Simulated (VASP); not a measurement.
**TiO2: electrostatic potential with LDA**

TiO2:

```xyz
6
Lattice="-1.8728 1.8728 4.7288 1.8728 -1.8728 4.7288 1.8728 1.8728 -4.7288" Properties=species:S:1:pos:R:3 pbc="T T T"
Ti    0.0000    0.0000    0.0000
Ti    0.0000    1.8728    2.3644
O     0.0000    0.0000    1.9688
O     0.0000    1.8728    4.3332
O     0.0000    1.8728    0.3956
O     0.0000    0.0000    7.4888
```

The cell was built by a generator and needn't be a form met in nature.

```
Program                : VASP 6.6.1
Task                   : electrostatic potential
Functional             : LDA
Potentials or basis    : VASP PAW LDA potentials, release 64 (Ti_sv, O)
Cutoff                 : 520 eV
k mesh                 : 8 × 8 × 10
Occupations            : gaussian, width 0.02 eV
Spin                   : no spin polarisation
Further INCAR settings : ALGO = Fast; EDIFF = 1e-06
```

```yaml
Pressure: 0.5 GPa
Band_gap_on_the_k_mesh: 2.06 eV, indirect (least direct gap 2.48 eV)
```

Forces in eV/Å, atoms in the order of the input:
```
Ti   0.000  0.000  0.000
Ti   0.000  0.000  0.000
O    0.000  0.000  0.003
O    0.000  0.000  0.003
O    0.000  0.000 -0.003
O    0.000  0.000 -0.003
```

Levels at points of the mesh, in eV from the valence-band top:
| k point | band 22 | band 23 | band 24 | band 25 | band 26 | band 27 |
| --- | --- | --- | --- | --- | --- | --- |
| (0.00, 0.00, 0.00) | -0.76 | -0.50 | -0.50 | 2.06 | 2.86 | 4.07 |
| (0.50, 0.00, 0.00) | -1.02 | -0.82 | -0.65 | 3.28 | 3.61 | 3.63 |
| (0.50, 0.50, 0.00) | -2.17 | -0.03 | -0.03 | 3.39 | 3.39 | 3.91 |
| (0.50, 0.50, 0.50) | -1.28 | -0.11 | -0.11 | 2.45 | 2.45 | 4.31 |

Run time: 21 min on 1 thread of Intel(R) Xeon(R) Platinum 8488C (Sapphire Rapids), with other jobs on the host, peak memory 0.38 GiB.

A k mesh can miss the band edges.
